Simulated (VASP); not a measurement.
Input:

```xyz
2
Lattice="0.0000 3.2742 3.2742 3.2742 0.0000 3.2742 3.2742 3.2742 0.0000" Properties=species:S:1:pos:R:3 pbc="T T T"
Mg     0.0000     0.0000     0.0000
Te     1.6371     1.6371     1.6371
```

Calculation: PBE GGA, VASP's PBE PAW potentials (set 64) (plane waves; VASP). Settings: 400 eV cut-off, 6×6×6 Γ-centred mesh, Gaussian smearing of 0.050 eV, potentials Mg Te.

Unless said otherwise, spin-orbit coupling is left out, though it shifts the bands of the heavy elements here.

Problem. Estimate the energy per atom (σ→0), band gap (on the k-mesh) with the smallest direct gap where there is one.

Solution. 
```json
{
  "band gap (on the k-mesh)": "2.24 eV",
  "smallest direct gap (on the k-mesh)": "2.24 eV",
  "energy per atom (σ→0)": "-3.200 eV/atom"
}
```

Total energies compare only between runs with the same potentials, cut-off and functional.

The compound is MgTe in the zinc blende structure, whereas wurtzite is the usual form. The cell was not relaxed at this level.
